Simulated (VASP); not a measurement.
Consider the following.

```yaml
crystal:
  lattice:
    - [1.23079, 0.71060, 7.67415]
    - [-1.23079, 0.71060, 7.67415]
    - [0.00000, -1.42120, 7.67415]
  atoms:
    - { symbol: C, position: [0.91258, 0.91258, 0.91258] }
    - { symbol: C, position: [0.08742, 0.08742, 0.08742] }
    - { symbol: C, position: [0.24592, 0.24592, 0.24592] }
    - { symbol: C, position: [0.75408, 0.75408, 0.75408] }
```

Level of theory: PBEsol GGA, VASP's PBE PAW potentials (set 64) (plane waves; VASP). Settings: 520 eV cut-off, Gaussian smearing of 0.050 eV, potentials C.

Problem. Give the energies of bands 3 to 10 at the high-symmetry points, in eV from the valence-band maximum.

Solution. 
```tsv
band	Γ	T	H2	L	S0	F
3	-8.12	-7.79	-12.42	-13.24	-12.48	-13.24
4	-7.12	-7.51	-12.37	-13.19	-12.42	-13.20
5	-2.95	-2.95	-10.59	-6.37	-10.60	-6.37
6	-2.95	-2.95	-10.56	-6.36	-10.57	-6.36
7	-2.95	-2.95	-0.25	-2.60	-0.18	-2.50
8	-2.95	-2.95	-0.08	-2.05	-0.14	-2.17
9	3.34	4.87	0.07	1.34	0.14	1.47
10	7.85	5.39	0.45	2.08	0.38	1.91
```

The gap is indirect, 0.07 eV, from the valence maximum at H0-L at 0.09 to the conduction minimum at H2.

The structure comes from a computed database's C entry (R-3m); how it stands against other phases isn't given here. It was relaxed first, which changed the volume by -8 %.
